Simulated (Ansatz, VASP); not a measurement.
**ZnB: VASP beside Ansatz**

```xyz
2
Lattice="2.8093 0.0000 0.0000 0.0000 2.8093 0.0000 0.0000 0.0000 3.2814" Properties=species:S:1:pos:R:3 pbc="T T T"
Zn    1.4047    1.4047    1.6407
B     0.0000    0.0000    0.0000
```

Change from the starting cell: species swapped into the ZrIr type (P4/mmm, No. 123).

Alike in both runs: task relaxation of cell and atoms; functional PBE; k mesh 6 × 6 × 6; occupations gaussian, width 0.1 eV; no spin polarisation.

```csv
,VASP,Ansatz
version,VASP 6.6.1,Ansatz 0.2.0
potentials or method,"VASP PAW PBE potentials, release 64 (Zn, B)","scalar-relativistic, plane waves, PAW"
plane-wave cutoff (eV),600,420
valence electrons in the cell,15,15
```

Ansatz gave:

| Property | Result |
| --- | --- |
| gap on the k mesh at the Fermi level, each at its own relaxed structure (eV) | none |
| relaxed volume (Å³/atom) | 10.59 |
| relaxed cell length with the largest relative difference (Å) | 2.517 |
| energy change over the relaxation (meV/atom) | -179 |

**Question.** Estimate VASP's values.

**Answer.** gap on the k mesh at the Fermi level, each at its own relaxed structure (eV): none; relaxed volume (Å³/atom): 10.64; relaxed cell length with the largest relative difference (Å): 2.521; energy change over the relaxation (meV/atom): -176.

A gap of «none» marks a metal or a gap that the smearing closes.

Caveats: the k mesh is coarse (spacing up to 0.37 Å⁻¹), so the values aren't converged; the volume moved by over 15 % at a fixed basis, so the end points are rough (VASP).
